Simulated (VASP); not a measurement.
A convergence study with VASP on Bi (space group R-3m): a few settings are varied, all else stays as given below, so the limit is that of these other settings.

```xyz
2
Lattice="4.1450 -2.2636 0.0000 4.1450 2.2636 0.0000 2.9088 0.0000 3.7207" Properties=species:S:1:pos:R:3 pbc="T T T"
Bi     2.6680     0.0000     0.8864
Bi     8.5783     0.0000     2.8501
```

Method: PBEsol GGA, VASP's PBE PAW potentials (set 64) (plane waves; VASP 6.6.1). The last row used: 300 eV cut-off, 15×15×15 Γ-centred mesh, first-order Methfessel-Paxton smearing of 0.010 eV, potentials Bi_d.

| setting | E (eV/atom) | pressure (GPa) | largest force (eV/Å) | irreducible k-points |
|---|---|---|---|---|
| SIGMA = 1.0 | … | … | … | 344 |
| SIGMA = 0.5 | -4.2996 | -1.03 | 0.040 | 344 |
| SIGMA = 0.3 | -4.3010 | -1.00 | 0.027 | 344 |
| SIGMA = 0.2 | -4.3008 | -1.00 | 0.018 | 344 |
| SIGMA = 0.1 | -4.3008 | -1.00 | 0.016 | 344 |
| SIGMA = 0.05 | -4.3008 | -1.00 | 0.016 | 344 |
| SIGMA = 0.02 | -4.3008 | -0.99 | 0.016 | 344 |
| SIGMA = 0.01 | -4.3008 | -0.99 | … | 344 |

Task: Complete the blanks.

Result: 
- SIGMA = 1.0, E (eV/atom): -4.2901
- SIGMA = 1.0, pressure (GPa): -1.19
- SIGMA = 1.0, largest force (eV/Å): 0.039
- SIGMA = 0.01, largest force (eV/Å): 0.017

Left out are rungs that failed or repeat a setting and relaxations that didn't move; long series are thinned to 24 rows.

The structure is a typed Bi crystal (space group no. 166). The cell was not relaxed at this level.
